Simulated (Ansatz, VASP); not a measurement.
# Cross-check of Si54N73 (start site: N_i (4-fold void)) between VASP and Ansatz, part 2 of 2

Aim: how closely do two programs agree when they are given the same cell, functional and k mesh? Of the first pair: The structure shown is the start of the Ansatz relaxation below; VASP solves that cell, so the two are compared at the walk's first step.

VASP 6.6.1 and Ansatz 0.2.0.

So far: Starting point; Ansatz: relaxation, PBEsol.

### 3. VASP: single point, PBEsol, start cell, pair 1

Level of this step: PBEsol, spin-polarised from a ferromagnetic start; plane waves and PAW (Si, N) (VASP).

The same cell, functional and mesh now go to VASP, with its own data sets.

Lines of VASP's logs that name or quote its potential files are left out, and so is its time.

INCAR reads:

```
SYSTEM = Si54N73
PREC = Accurate
ENCUT = 520
EDIFF = 1E-06
NELM = 200
ISMEAR = 0
SIGMA = 0.01
LREAL = Auto
ALGO = Normal
GGA = PS
NELECT = 580
NBANDS = 384
ISPIN = 2
MAGMOM = 0 -0 0 0 0.01 0 -0 -0 0 -0 0.01 0 0 -0 0 0 0 0 0 0 -0 0 0.01 0 -0 0 0 0 0 0 0 0 0 0 0 0 0 0 -0 0 0 0 0 0 0 0 0 0 0 0 0 -0 0 0 0 -0 0.01 0 0 0.01 0.01 0 0 0 0.04 0 0 0 0 -0 0.03 0 0 0.03 0 0.01 0 0 0 0 0 0 0 0.01 0 0 0 0 0.04 0 0 0 0 0 0.01 0 0 0.03 0 0 0 0 0 0 0 0 0 0 0 0 0 0 0 0 0 0 0 0 0.01 0 0 0 0 0 0 0 0.8
LORBIT = 11
LWAVE = .FALSE.
LCHARG = .FALSE.
ISIF = 2
ISYM = 0
NUPDOWN = 2
LASPH = .TRUE.
GGA_COMPAT = .FALSE.
NCORE = 4
```

POSCAR reads:

```
Si54N73
1.0
   11.4366858822      6.6029736727      0.0000000000
  -11.4366858822      6.6029736727      0.0000000000
    0.0000000000      0.0000000000      8.7307673276
Si N
54 73
Direct
    0.0169607072      0.8083076143      0.2509129974
    0.3522582712      0.4762810008      0.2525698965
[... 2 atom lines left out ...]
    0.5429942037      0.6825277204      0.0856054195
[... 1 atom line left out ...]
    0.1383318884      0.4531817528      0.0886726184
[... 3 atom lines left out ...]
    0.5258937395      0.8818263971      0.2460876484
[... 1 atom line left out ...]
    0.1198511507      0.6444107182      0.2542604695
[... 2 atom lines left out ...]
    0.3159581071      0.8644761012      0.0836454544
[... 3 atom lines left out ...]
    0.3547775653      0.4768456202      0.5801353776
[... 2 atom lines left out ...]
    0.5429489422      0.6840076385      0.4203021181
[... 1 atom line left out ...]
    0.1442130761      0.4561971628      0.4173634302
[... 3 atom lines left out ...]
    0.5273830273      0.8831591710      0.5804910164
[... 1 atom line left out ...]
    0.1208588113      0.6475683023      0.5776453330
[... 2 atom lines left out ...]
    0.3097157061      0.8591253922      0.4177049809
[... 3 atom lines left out ...]
    0.3524107089      0.4751096283      0.9119327891
[... 2 atom lines left out ...]
    0.5458626944      0.6843605963      0.7551626051
[... 1 atom line left out ...]
    0.1376759674      0.4494596464      0.7487300663
[... 3 atom lines left out ...]
    0.5294099425      0.8790322930      0.9202290817
[... 1 atom line left out ...]
    0.1171188007      0.6443001068      0.9133522520
[... 5 atom lines left out ...]
    0.0032916339      0.6659860611      0.2513501869
    0.3296520810      0.3335203345      0.2503704334
    0.6705353937      0.0006738553      0.2518652620
    0.0013948704      0.3329834127      0.0885245215
[... 1 atom line left out ...]
    0.6641913784      0.6630763701      0.0802316651
    0.2124364809      0.4567265688      0.2445347493
[... 3 atom lines left out ...]
    0.4251314155      0.5491576426      0.0881189443
[... 1 atom line left out ...]
    0.1200397986      0.5750700455      0.0793922199
[... 3 atom lines left out ...]
    0.5453775565      0.7551619315      0.2531019230
[... 2 atom lines left out ...]
    0.4568091566      0.8778575310      0.0863800365
[... 1 atom line left out ...]
    0.2443918046      0.7889056668      0.2451870402
    0.5776213809      0.4574101577      0.2508362573
[... 4 atom lines left out ...]
    0.9976054995      0.3316506975      0.4214015632
[... 1 atom line left out ...]
    0.6697402143      0.6687867038      0.4126906450
    0.2166813145      0.4570408932      0.5798421616
[... 3 atom lines left out ...]
    0.4275885630      0.5501978586      0.4157396325
[... 1 atom line left out ...]
    0.1191191650      0.5738095406      0.4147910331
[... 3 atom lines left out ...]
    0.5414712328      0.7549975136      0.5784362142
[... 2 atom lines left out ...]
    0.4559608390      0.8788651707      0.4209924354
[... 1 atom line left out ...]
    0.2404427279      0.7824592757      0.5814882942
[... 3 atom lines left out ...]
    0.3360299544      0.3326292314      0.9199350640
[... 4 atom lines left out ...]
    0.2096962952      0.4541788340      0.9138384635
[... 3 atom lines left out ...]
    0.4205295891      0.5437401953      0.7466216606
[... 1 atom line left out ...]
    0.1267191409      0.5789538227      0.7468179778
[... 3 atom lines left out ...]
    0.5468123341      0.7566870325      0.9189557686
[... 2 atom lines left out ...]
    0.4546810719      0.8765302028      0.7448274311
[... 1 atom line left out ...]
    0.2402842968      0.7839074288      0.9206575663
[... 2 atom lines left out ...]
    0.3535374530      0.6377306217      0.2131882491
```

KPOINTS reads:

```
Points of the shifted mesh
1
Reciprocal
 0.2500000000  0.2500000000  0.2500000000 1
```

Potentials, in the order of the species: Si and N (PBE family, release 64).

Command:

```bash
$ mpirun -np 16 vasp_std
```

Numbers of over 12 decimals in the logs are rounded to 6 here.

The log of the run:

```text
[banner, memory and clock lines left out]
running   16 mpi-ranks, on    1 nodes
[...]
|                                                                             |
|               ----> ADVICE to this user running VASP <----                  |
|                                                                             |
|     You enforced a specific xc type in the INCAR file but a different       |
|     [... a line on the potential file left out ...]
|     I HOPE YOU KNOW WHAT YOU ARE DOING!                                     |
|                                                                             |

 LDA part: xc-table for (Slater+PW92), standard interpolation
 POSCAR, INCAR and KPOINTS ok, starting setup
[...]
entering main loop
       N       E                     dE             d eps       ncg     rms          rms(c)
DAV:   1     0.271200061013E+04    0.27120E+04   -0.28763E+05  1552   0.140E+03
DAV:   2    -0.960648353445E+03   -0.36726E+04   -0.35257E+04  1888   0.301E+02
DAV:   3    -0.122391559804E+04   -0.26327E+03   -0.26093E+03  1856   0.823E+01
DAV:   4    -0.122989463862E+04   -0.59790E+01   -0.59553E+01  1968   0.126E+01
DAV:   5    -0.123003137565E+04   -0.13674E+00   -0.13652E+00  1872   0.189E+00BRMIX: very serious problems
 the old and the new charge density differ
 old charge density:   581.00000 new  580.00000
    0.874E+01
DAV:   6    -0.109168466221E+04    0.13835E+03   -0.53904E+02  1792   0.315E+01    0.415E+01
DAV:   7    -0.109123925738E+04    0.44540E+00   -0.49284E+01  2072   0.137E+01    0.229E+01
DAV:   8    -0.108816029048E+04    0.30790E+01   -0.78984E+00  1880   0.533E+00    0.118E+01
DAV:   9    -0.108897640260E+04   -0.81611E+00   -0.15519E+01  1984   0.424E+00    0.110E+01
[...]
DAV:  20    -0.108785159340E+04    0.14136E-05   -0.16884E-05  1872   0.761E-03    0.297E-02
DAV:  21    -0.108785159640E+04   -0.29955E-05   -0.19870E-05  1760   0.703E-03    0.104E-02
DAV:  22    -0.108785159701E+04   -0.61440E-06   -0.58198E-06  1680   0.450E-03
   1 F= -.10878516E+04 E0= -.10878516E+04  d E =-.103407E-34  mag=     2.0000
```

Parts of OUTCAR (step 3):

```text
 magnetization (x)
# of ion       s       p       d       tot
------------------------------------------
    1        0.000   0.000   0.000   0.000
    2       -0.002  -0.004   0.000  -0.006
    3        0.000   0.000   0.000   0.000
    4        0.000   0.000   0.000   0.000
    5        0.001  -0.001   0.000   0.001
    6        0.000   0.000   0.000   0.000
[...]
125        0.000   0.007   0.000   0.007
  126       -0.000  -0.002   0.000  -0.002
  127        0.024   1.118   0.000   1.142
--------------------------------------------------
tot          0.048   1.377   0.000   1.424
```

The cell is charged against a uniform background. The PAW data sets were made with PBE, which is usual practice but a small mismatch for other functionals.

### 4. Comparison

Known differences besides the potentials themselves: VASP starts from the moments at which Ansatz ended; fixed occupations in Ansatz, narrow Gaussian smearing in VASP; the cutoff is 420 eV in Ansatz and 520 eV in VASP (PREC = Accurate, projectors in real space); Ansatz makes its cores anew for this functional, VASP keeps those of its PBE data sets. Total energies have different zeros and are not compared.

Forces on 10 of the 127 atoms, those with the largest forces and the largest differences (eV/Å; atoms numbered as in POSCAR):

| atom | Ansatz x, y, z | VASP x, y, z |
| --- | --- | --- |
| Si5 | 1.245, 2.775, -0.934 | 1.240, 2.786, -0.936 |
| Si7 | -1.327, -0.515, -3.606 | -1.317, -0.505, -3.616 |
| Si11 | 0.587, 1.075, 2.881 | 0.605, 1.079, 2.897 |
| Si13 | -1.100, 1.407, -2.553 | -1.089, 1.423, -2.564 |
| Si21 | -0.372, 0.076, 3.067 | -0.384, 0.081, 3.091 |
| Si23 | 1.378, 2.653, 0.428 | 1.398, 2.661, 0.407 |
| Si50 | 2.348, 1.783, 0.661 | 2.360, 1.798, 0.669 |
| N65 | 1.161, -2.286, -2.106 | 1.160, -2.297, -2.118 |
| N74 | -0.998, -0.813, -1.555 | -1.024, -0.831, -1.573 |
| N95 | -0.544, 0.214, 1.964 | -0.569, 0.228, 1.988 |

The forces differ by 10 meV/Å r.m.s., which is 0.9 % of the r.m.s. force of 1.119 eV/Å (both taken over all components). Moments aren't recorded for both runs of this pair, so they may hold unlike magnetic states. The cell carries a charge of +1 e against a uniform background, so its pressure also hangs on how the neutralising background is counted, and in a defect's cell a gap may be the spacing between its levels.

### 5. Ansatz: relaxation, PBEsol

This run makes the geometry at which the two programs are then compared.

The structure compared here is the end of the Ansatz relaxation.

This is the run of step 2 again, met here at its other cell.

### 6. VASP: single point, PBEsol, relaxed atoms in a fixed cell, pair 2

The same cell, functional and mesh now go to VASP, with its own data sets.

INCAR is that of step 3.

POSCAR reads:

```
Si54N73
1.0
   11.4366858800      6.6029736700      0.0000000000
  -11.4366858800      6.6029736700      0.0000000000
    0.0000000000      0.0000000000      8.7307673300
Si N
54 73
Direct
    0.0204891478      0.8062878825      0.2497638174
    0.3521078947      0.4713729406      0.2497649913
[... 2 atom lines left out ...]
    0.5466656692      0.6810178204      0.0736855364
[... 1 atom line left out ...]
    0.1400029636      0.4530064785      0.0832578909
[... 3 atom lines left out ...]
    0.5272337148      0.8938498117      0.2497847822
[... 1 atom line left out ...]
    0.1206126359      0.6466863717      0.2497613736
[... 2 atom lines left out ...]
    0.3115554313      0.8603379513      0.0827629572
[... 3 atom lines left out ...]
    0.3516270059      0.4707228162      0.5844695117
[... 2 atom lines left out ...]
    0.5466645279      0.6810267014      0.4258598967
[... 1 atom line left out ...]
    0.1400121063      0.4530128103      0.4162454602
[... 3 atom lines left out ...]
    0.5269234673      0.8808310254      0.5837742968
[... 1 atom line left out ...]
    0.1203579774      0.6462851775      0.5830125043
[... 2 atom lines left out ...]
    0.3115453272      0.8603299425      0.4167544744
[... 3 atom lines left out ...]
    0.3516236758      0.4707128835      0.9150996478
[... 2 atom lines left out ...]
    0.5455072013      0.6852660917      0.7497638809
[... 1 atom line left out ...]
    0.1398040054      0.4530919246      0.7497491619
[... 3 atom lines left out ...]
    0.5269050078      0.8808340393      0.9158102859
[... 1 atom line left out ...]
    0.1203560397      0.6462832855      0.9165233302
[... 5 atom lines left out ...]
    0.0002569242      0.6662985571      0.2497891547
    0.3336727321      0.3324679535      0.2497983655
    0.6693407865      0.0015579925      0.2497927193
    0.0001170998      0.3329030212      0.0828064571
[... 1 atom line left out ...]
    0.6676717037      0.6668853656      0.0851521920
    0.2124769083      0.4529441667      0.2497455699
[... 3 atom lines left out ...]
    0.4246994275      0.5438083871      0.0818350291
[... 1 atom line left out ...]
    0.1238182808      0.5759770426      0.0834115651
[... 3 atom lines left out ...]
    0.5212072823      0.7459463434      0.2497825351
[... 2 atom lines left out ...]
    0.4536104601      0.8805755849      0.0819457822
[... 1 atom line left out ...]
    0.2416026590      0.7876747275      0.2497514876
    0.5764888205      0.4529748540      0.2497661555
[... 4 atom lines left out ...]
    0.0001259001      0.3329089514      0.4166657294
[... 1 atom line left out ...]
    0.6676542086      0.6668732627      0.4143612237
    0.2136395854      0.4559895687      0.5830220945
[... 3 atom lines left out ...]
    0.4246752859      0.5438204054      0.4177250302
[... 1 atom line left out ...]
    0.1238462278      0.5759939825      0.4161073131
[... 3 atom lines left out ...]
    0.5421690564      0.7565410006      0.5832770665
[... 2 atom lines left out ...]
    0.4535848189      0.8805060395      0.4176291850
[... 1 atom line left out ...]
    0.2430811904      0.7858912720      0.5830905471
[... 3 atom lines left out ...]
    0.3334393103      0.3320362115      0.9160418760
[... 4 atom lines left out ...]
    0.2136357293      0.4559884527      0.9164847771
[... 3 atom lines left out ...]
    0.4234388146      0.5460493745      0.7497797994
[... 1 atom line left out ...]
    0.1233821770      0.5758152341      0.7497616365
[... 3 atom lines left out ...]
    0.5421359554      0.7565274065      0.9162839836
[... 2 atom lines left out ...]
    0.4528587559      0.8761658785      0.7497818411
[... 1 atom line left out ...]
    0.2430823260      0.7858905477      0.9164278657
[... 2 atom lines left out ...]
    0.3981150568      0.6911179132      0.2498403396
```

KPOINTS is that of step 3.

Command:

```bash
$ mpirun -np 16 vasp_std
```

The log of the run:

```text
[banner, memory and clock lines left out]
running   16 mpi-ranks, on    1 nodes
[...]
[... a notice as in an earlier step ...]

 LDA part: xc-table for (Slater+PW92), standard interpolation
 POSCAR, INCAR and KPOINTS ok, starting setup
[...]
entering main loop
       N       E                     dE             d eps       ncg     rms          rms(c)
DAV:   1     0.271286943278E+04    0.27129E+04   -0.28761E+05  1552   0.140E+03
DAV:   2    -0.966497018128E+03   -0.36794E+04   -0.35324E+04  1880   0.301E+02
DAV:   3    -0.122880336578E+04   -0.26231E+03   -0.26009E+03  1856   0.821E+01
DAV:   4    -0.123472850990E+04   -0.59251E+01   -0.59013E+01  1952   0.126E+01
DAV:   5    -0.123486766795E+04   -0.13916E+00   -0.13893E+00  1896   0.190E+00BRMIX: very serious problems
 the old and the new charge density differ
 old charge density:   581.00000 new  580.00000
    0.868E+01
DAV:   6    -0.109728886382E+04    0.13758E+03   -0.51640E+02  1800   0.311E+01    0.394E+01
DAV:   7    -0.109541222592E+04    0.18766E+01   -0.28086E+01  1952   0.772E+00    0.184E+01
DAV:   8    -0.109448381225E+04    0.92841E+00   -0.21524E+00  1816   0.259E+00    0.642E+00
DAV:   9    -0.109434984753E+04    0.13396E+00   -0.40828E-01  1904   0.125E+00    0.164E+00
[...]
DAV:  17    -0.109438686578E+04   -0.17299E-04   -0.14596E-05  1784   0.560E-03    0.379E-03
DAV:  18    -0.109438686814E+04   -0.23673E-05   -0.28572E-06  1392   0.283E-03    0.204E-03
DAV:  19    -0.109438686854E+04   -0.39430E-06   -0.70026E-07  1248   0.139E-03
   1 F= -.10943869E+04 E0= -.10943869E+04  d E =-.181502E-15  mag=     2.0000
```

Parts of OUTCAR (step 6):

```text
 magnetization (x)
# of ion       s       p       d       tot
------------------------------------------
    1        0.000   0.000   0.000   0.000
    2       -0.000  -0.002   0.000  -0.002
    3        0.000   0.001   0.000   0.002
    4       -0.000   0.000   0.000  -0.000
    5        0.008   0.013   0.000   0.021
    6       -0.000   0.000   0.000   0.000
[...]
125        0.000   0.002   0.000   0.002
  126        0.000   0.000   0.000   0.000
  127        0.027   1.048   0.000   1.075
--------------------------------------------------
tot          0.056   1.348   0.000   1.404
```

The run ends at a pressure of -0.53 GPa, with forces up to 0.19 eV/Å.

### 7. Comparison

What differs besides the data sets and the points named for the pairs above, as far as they apply: site moments are counted in spheres of each program's own size. Total energies have different zeros and are not compared.

Compared:

| quantity | Ansatz | VASP | difference |
| --- | --- | --- | --- |
| total moment, fixed by the input (μB) | 2.00 | 2.00 | 0.00 |
| moment on N127 (μB) | 0.80 | 1.07 | -0.28 |

The largest component of a force difference here is 160 meV/Å. The cell carries a charge of +1 e against a uniform background, so its pressure also hangs on how the neutralising background is counted, and in a defect's cell a gap may be the spacing between its levels.

### 8. Results

- r.m.s. force difference (single point, PBEsol, start cell, pair 1): 0.93 % of the r.m.s. force
- r.m.s. force difference (single point, PBEsol, relaxed atoms in a fixed cell, pair 2): 14 meV/Å

**Reading.** The r.m.s. force difference is 14 meV/Å (single point, PBEsol, relaxed atoms in a fixed cell, pair 2), beyond the 12 meV/Å picked in this series as the mark of a large difference. What causes the difference of the single point, PBEsol, relaxed atoms in a fixed cell, pair 2 pair stays open here. How closely two codes agree says nothing of how well the functional describes the real material.

[Lines on the potential files, build, host, timing and source positions are cut from VASP's logs without a mark.]

[Logs are printed without paths, hosts, clocks, repeated set-up lines and the standing remarks that a program may print on its own settings, such as how far it seeks lower states.]

[Hosts, paths, dates, database ids (printed as entryN), source tags and the programs' standing remarks are cut or masked in the printed files.]
